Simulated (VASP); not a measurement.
NaLaMnMoO6: band structure with PBEsol

NaLaMnMoO6:

```xyz
10
Lattice="4.6610 -2.6978 0.0054 4.6610 2.6978 0.0054 -3.1334 0.0000 4.4113" Properties=species:S:1:pos:R:3 pbc="T T T"
Na   -0.0037    0.0000    3.2868
La    6.2030    0.0000    1.1384
Mn    3.0893    0.0000    2.2076
Mo    0.0060    0.0000    0.0046
O     4.0592    1.3363    1.2644
O     4.0592   -1.3363    1.2644
O     1.7585    0.0000    0.8421
O     4.4359    0.0000    3.5673
O     2.1191    1.3276    3.1661
O     2.1191   -1.3276    3.1661
```

The cell was built by a generator and needn't be a form met in nature.

```
Program                : VASP 6.6.1
Task                   : band structure
Functional             : PBEsol
Potentials or basis    : VASP PAW PBE potentials, release 64 (Na_pv, La, Mn_pv, Mo_sv, O)
Cutoff                 : 520 eV
k mesh                 : 6 × 6 × 6
Occupations            : fermi-dirac, width 0.05 eV
Spin                   : collinear spin, ferromagnetic start
Starting moments       : [0.0, 0.0, 4.0, 1.0, 0.0, 0.0, 0.0, 0.0, 0.0, 0.0] μB
Further INCAR settings : ALGO = Normal; EDIFF = 1e-06
```

```yaml
Pressure: 0.3 GPa
Largest_force: 0.013 eV/Å
Band_gap_along_the_path: none (metal or under the smearing width)
Net_moment: -1.52 μB per cell
Site_moments: Na -0.00; La +0.02; Mn -2.08; Mo +0.59; O -0.01 μB
Valence_electrons_inside_the_program's_atomic_spheres: Na 6.03; La 8.53; Mn 11.82; Mo 12.47; O 5.03, 5.02
```

Forces on the atoms (eV/Å):
```
Na  -0.001  0.000  0.004
La  -0.010  0.000  0.001
Mn   0.003  0.000 -0.007
Mo  -0.011  0.000 -0.001
O   -0.003  0.005 -0.004
O   -0.003 -0.005 -0.004
O   -0.006  0.000  0.012
O    0.007  0.000  0.006
O    0.012  0.000 -0.002
O    0.012  0.000 -0.002
```

Stress tensor (GPa, compression positive):
```
0.31 0.00 0.03
0.00 0.17 0.00
0.03 0.00 0.31
```

Levels at the corners of the path, in eV from the Fermi level:
Spin up:
```
point  band 37  band 38  band 39  band 40  band 41  band 42  band 43  band 44  band 45  band 46
    X    -3.17    -2.92     0.00     0.02     0.26     0.31     0.43     0.43     2.28     2.43
    Γ    -2.92    -2.81    -1.42    -1.42    -1.30     0.71     0.86     1.37     1.50     1.70
    Γ    -2.92    -2.81    -1.42    -1.42    -1.30     0.71     0.86     1.37     1.50     1.70
    Y    -3.29    -3.07     0.08     0.17     0.27     0.31     0.41     0.44     2.30     2.36
    L    -3.38    -2.78    -1.36     0.42     0.53     0.58     0.85     1.01     1.52     1.86
    Γ    -2.92    -2.81    -1.42    -1.42    -1.30     0.71     0.86     1.37     1.50     1.70
    Γ    -2.92    -2.81    -1.42    -1.42    -1.30     0.71     0.86     1.37     1.50     1.70
    Z    -3.16    -2.93    -0.02     0.14     0.17     0.28     0.43     0.45     2.33     2.36
    N    -3.44    -2.65    -1.43     0.37     0.44     0.74     0.79     1.19     1.35     1.91
    Γ    -2.92    -2.81    -1.42    -1.42    -1.30     0.71     0.86     1.37     1.50     1.70
    Γ    -2.92    -2.81    -1.42    -1.42    -1.30     0.71     0.86     1.37     1.50     1.70
    M    -3.38    -2.78    -1.36     0.42     0.53     0.58     0.85     1.01     1.52     1.86
    R    -3.29    -3.07     0.08     0.17     0.27     0.31     0.41     0.44     2.30     2.36
    Γ    -2.92    -2.81    -1.42    -1.42    -1.30     0.71     0.86     1.37     1.50     1.70
```
Spin down:
```
point  band 39  band 40  band 41  band 42  band 43  band 44  band 45  band 46
    X    -1.74    -1.62    -1.51     0.45     0.50     0.74     1.30     1.44
    Γ    -2.61    -2.46    -2.30    -0.41    -0.16     0.85     1.00     1.16
    Γ    -2.61    -2.46    -2.30    -0.41    -0.16     0.85     1.00     1.16
    Y    -1.69    -1.57    -1.50     0.51     0.60     0.70     1.32     1.36
    L    -2.58    -1.30    -1.23    -0.37     0.61     0.90     1.17     1.27
    Γ    -2.61    -2.46    -2.30    -0.41    -0.16     0.85     1.00     1.16
    Γ    -2.61    -2.46    -2.30    -0.41    -0.16     0.85     1.00     1.16
    Z    -1.73    -1.63    -1.49     0.43     0.59     0.65     1.34     1.39
    N    -2.63    -1.35    -1.26    -0.13     0.58     0.73     1.11     1.33
    Γ    -2.61    -2.46    -2.30    -0.41    -0.16     0.85     1.00     1.16
    Γ    -2.61    -2.46    -2.30    -0.41    -0.16     0.85     1.00     1.16
    M    -2.58    -1.30    -1.23    -0.37     0.61     0.90     1.17     1.27
    R    -1.69    -1.57    -1.50     0.51     0.60     0.70     1.32     1.36
    Γ    -2.61    -2.46    -2.30    -0.41    -0.16     0.85     1.00     1.16
```

Run time: 9.2 min on 4 MPI ranks on Intel(R) Xeon(R) Platinum 8559C (Emerald Rapids), with other jobs on the host, peak memory 1.1 GiB a rank.

Caveat: the PAW data sets were made with another functional, which shifts forces and pressure a little; spin-orbit coupling is left out, which moves the levels of the heavy elements; a cell with one magnetic atom can't hold antiferromagnetic order, which such compounds often take; semilocal functionals often make such compounds metallic where correlation or magnetic order opens a gap, which also shifts bond lengths.
